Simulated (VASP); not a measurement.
Method: PBE GGA, VASP's PBE PAW potentials (set 64) (plane waves; VASP 6.6.1).

A VASP calculation is set up with these files.

POSCAR:
```
Lu
1.0
  1.7209791252  -2.9808233695   0.0000000000
  1.7209791252   2.9808233695   0.0000000000
  0.0000000000   0.0000000000   5.3726916489
Lu
2
direct
  0.3333330000   0.6666670000   0.2500000000
  0.6666670000   0.3333330000   0.7500000000
```

**INCAR**
```
IBRION=2
LCHARG=F
LREAL=F   # projection in real space or not
SYSTEM=Lu
EDIFF=1E-7   # SCF stop (eV)
NSW=30
PREC=Accurate
GGA=PE   # PBE
LMAXMIX=6   # l cut-off of mixed one-centre charges
ISIF=4   # ions and shape, fixed volume
ISMEAR=1   # Methfessel-Paxton
EDIFFG=-0.01   # ionic stop
LASPH=T   # aspherical one-centre terms
NELM=100
ALGO=Normal   # blocked Davidson
ENCUT=520   # plane-wave cut-off (eV)
SIGMA=0.1   # width (eV)
LWAVE=F
```

KPOINTS:
```
Automatic mesh
0
Gamma
12 12 7
0 0 0
```

POTCAR, in this order: Lu_3 (PBE.64 set). Program: vasp_std.

Output

### OUTCAR
```
 ion  position               nearest neighbor table
   1  0.333  0.667  0.250-   2 3.34   2 3.34   2 3.34   2 3.34   2 3.34   2 3.34
   2  0.667  0.333  0.750-   1 3.34   1 3.34   1 3.34   1 3.34   1 3.34   1 3.34
  LATTYP: Found a hexagonal cell.
 ALAT       =     3.4419583248
 C/A-ratio  =     1.5609403549
 Subroutine PRICEL returns:
 Original cell was already a primitive cell.
 Subroutine GETGRP returns: Found 24 space group operations
The static configuration has the point symmetry D_3d.
 The point group associated with its full space group is D_6h.
The dynamic configuration has the point symmetry D_3d.
 Subroutine INISYM returns: Found 24 space group operations
 Subroutine IBZKPT returns following result:
 Found     76 irreducible k-points:

 Following reciprocal coordinates:
            Coordinates               Weight
  0.000000  0.000000  0.000000      1.000000
  0.083333 -0.000000  0.000000      6.000000
  0.166667 -0.000000  0.000000      6.000000
  0.250000 -0.000000  0.000000      6.000000
  0.333333 -0.000000  0.000000      6.000000
  0.416667 -0.000000  0.000000      6.000000
  0.500000 -0.000000  0.000000      3.000000
...
```

File OSZICAR:
```
       N       E                     dE             d eps       ncg     rms          rms(c)
DAV:   1     0.452112222141E+02    0.45211E+02   -0.87140E+03  3523   0.152E+03
DAV:   2    -0.656920733882E+01   -0.51780E+02   -0.50503E+02  3398   0.731E+02
DAV:   3    -0.872466244193E+01   -0.21555E+01   -0.20653E+01  3519   0.626E+01
DAV:   4    -0.885435750869E+01   -0.12970E+00   -0.11630E+00  3633   0.100E+01
DAV:   5    -0.885921448474E+01   -0.48570E-02   -0.48494E-02  3342   0.173E+00    0.267E+01
DAV:   6    -0.885681127408E+01    0.24032E-02   -0.29803E-02  3329   0.417E+00    0.159E+01
DAV:   7    -0.886874179638E+01   -0.11931E-01   -0.55124E-02  3207   0.548E+00    0.395E-01
DAV:   8    -0.886863822594E+01    0.10357E-03   -0.36490E-03  3228   0.819E-01    0.115E-01
DAV:   9    -0.886864336224E+01   -0.51363E-05   -0.18974E-04  3340   0.229E-01    0.278E-02
DAV:  10    -0.886863922849E+01    0.41337E-05   -0.19196E-05  3351   0.676E-02    0.304E-02
DAV:  11    -0.886863961912E+01   -0.39063E-06   -0.12416E-06  3274   0.169E-02    0.283E-03
DAV:  12    -0.886863980225E+01   -0.18313E-06   -0.61410E-08  1828   0.594E-03    0.135E-03
DAV:  13    -0.886863979487E+01    0.73860E-08   -0.21997E-08  1708   0.911E-03
   1 F= -.88686398E+01 E0= -.88681377E+01  d E =-.886864E+01
       N       E                     dE             d eps       ncg     rms          rms(c)
DAV:   1    -0.886903608480E+01   -0.39628E-03   -0.13286E-02  3104   0.168E+00    0.875E-02
DAV:   2    -0.886885623834E+01    0.17985E-03   -0.40157E-04  3334   0.292E-01    0.505E-02
DAV:   3    -0.886876522801E+01    0.91010E-04   -0.99869E-05  3793   0.132E-01    0.283E-02
DAV:   4    -0.886876494441E+01    0.28359E-06   -0.12295E-05  3414   0.323E-02    0.107E-02
DAV:   5    -0.886876485236E+01    0.92053E-07   -0.26603E-07  2073   0.121E-02
   2 F= -.88687649E+01 E0= -.88682480E+01  d E =-.125057E-03
       N       E                     dE             d eps       ncg     rms          rms(c)
DAV:   1    -0.886888842886E+01   -0.12348E-03   -0.54976E-03  3049   0.108E+00    0.563E-02
DAV:   2    -0.886881452978E+01    0.73899E-04   -0.16714E-04  3329   0.190E-01    0.324E-02
DAV:   3    -0.886877718382E+01    0.37346E-04   -0.40854E-05  3779   0.851E-02    0.181E-02
DAV:   4    -0.886877701958E+01    0.16424E-06   -0.51631E-06  3353   0.213E-02    0.702E-03
DAV:   5    -0.886877698970E+01    0.29874E-07   -0.77049E-08  1552   0.782E-03
   3 F= -.88687770E+01 E0= -.88682486E+01  d E =-.137195E-03
```

OUTCAR:
```
------------------------ aborting loop because EDIFF is reached ----------------------------------------
  FORCE on cell =-STRESS in cart. coord.  units (eV):
  Direction    XX          YY          ZZ          XY          YZ          ZX
  --------------------------------------------------------------------------------------
  Total        1.2063415      1.2063415      1.2178006      0.0000000      0.0000000     -0.0000000
  in kB       35.0628395     35.0628417     35.3959049      0.0000000      0.0000000     -0.0000000
  external PRESSURE =      35.1738620 kB  Pullay stress =       0.0000000 kB
  volume of cell :       55.12
      direct lattice vectors                 reciprocal lattice vectors
     1.723451655 -2.985105926  0.000000000     0.290115478 -0.167498244  0.000000000
     1.723451655  2.985105926 -0.000000000     0.290115478  0.167498244  0.000000000
    -0.000000000 -0.000000000  5.357286951     0.000000000  0.000000000  0.186661646
 POSITION                                       TOTAL-FORCE (eV/Angst)
 -----------------------------------------------------------------------------------
      1.72345      0.99504      1.33932         0.000000     -0.000000      0.000000
      1.72345     -0.99504      4.01797        -0.000000      0.000000      0.000000
 -----------------------------------------------------------------------------------
    total drift:                               -0.000001      0.000066     -0.000012
  FREE ENERGIE OF THE ION-ELECTRON SYSTEM (eV)
  ---------------------------------------------------
  free  energy   TOTEN  =        -8.8687769897 eV

  energy  without entropy=       -8.8671919426  energy(sigma->0) =       -8.86824864

 reached required accuracy - stopping structural energy minimisation
```
(Selected blocks of OUTCAR.)

### CONTCAR
```
Lu
   1.00000000000000
     1.7234516553407775   -2.9851059259416672    0.0000000000000000
     1.7234516553407775    2.9851059259416672   -0.0000000000000000
    -0.0000000000000000   -0.0000000000000000    5.3572869508236991
  Lu
     2
Direct
     0.3333330000000032    0.6666669999999968    0.2500000000000000
     0.6666669999999968    0.3333330000000032    0.7500000000000000
```

The compound is Lu in the hcp structure. This cell is one point of a volume scan, at 0.94 of the reference volume. Symmetry was kept, so distortions that lower it aren't found.
